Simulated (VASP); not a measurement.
Write the native input for VASP 6.6.1 that does the following.

```
Task                   : relaxation of cell and atoms
Functional             : PBE
Potentials or basis    : VASP PAW PBE potentials, release 64 (Ta_pv, Bi_d, O)
Cutoff                 : 520 eV
k mesh                 : 5 × 5 × 5
Occupations            : gaussian, width 0.15 eV
Spin                   : no spin polarisation
Further INCAR settings : PREC = Normal; ALGO = Fast; EDIFF = 0.0001; IBRION = 2; EDIFFG = -0.08; NSW = 24; ISIF = 3
```

The structure of Ta2Bi2O lies in POSCAR:

```
Ta2Bi2O
1.0
   -2.1249647200      2.1249647200      5.7327614000
    2.1249647200     -2.1249647200      5.7327614000
    2.1249647200      2.1249647200     -5.7327614000
Ta Bi O
2 2 1
Direct
    0.6208527700      0.6208527700      0.0000000000
    0.3791472300      0.3791472300      0.0000000000
    0.7500000000      0.2500000000      0.5000000000
    0.2500000000      0.7500000000      0.5000000000
    0.0000000000      0.0000000000      0.0000000000
```

The cell was built by a generator and needn't be a form met in nature.

One way to write it, as run:

INCAR

```
SYSTEM = Ta2Bi2O
ALGO = Fast
EDIFF = 1E-4
EDIFFG = -0.08
ENCUT = 520
GGA = PE
IBRION = 2
ISIF = 3
ISMEAR = 0
LASPH = .TRUE.
LCHARG = .FALSE.
LREAL = .FALSE.
LWAVE = .FALSE.
NELM = 60
NSW = 24
PREC = Normal
SIGMA = 0.15
```

KPOINTS

```
k-points
0
G
  5 5 5
  0 0 0
```

Potentials or basis: VASP PAW PBE potentials, release 64 (Ta_pv, Bi_d, O).

Launch:

```sh
$ cat potpaw_PBE.64/Ta_pv/POTCAR potpaw_PBE.64/Bi_d/POTCAR potpaw_PBE.64/O/POTCAR > POTCAR
$ mpirun -np 1 vasp_std > vasp.out
```

Results of the run:

```
Relaxed volume                         : 25.44 Å³/atom
Relaxed cell                           : a = 6.867 Å, b = 6.867 Å, c = 6.867 Å, α = 141.01°, β = 141.01°, γ = 56.32°
Space group after relaxing (to 0.05 Å) : I4/mmm (No. 139)
Energy gained by relaxing              : 698.6 meV/atom
Ionic steps                            : 9
Pressure after relaxing                : -0.1 GPa
Largest force after relaxing           : 0.045 eV/Å
Band gap on the k mesh                 : none (metal or under the smearing width)
```

Caveat: the k mesh is coarse (spacing up to 0.42 Å⁻¹), so the values aren't converged; the volume moved by over 15 % at a fixed basis, so the end points are rough; spin-orbit coupling is left out, which moves the levels of the heavy elements; the relaxation stopped at a loose force limit of 0.08 eV/Å, so its end isn't a converged minimum.

Run time: 3.7 min on 1 thread of Intel(R) Xeon(R) Platinum 8488C (Sapphire Rapids), on a shared host, peak memory 0.25 GiB.
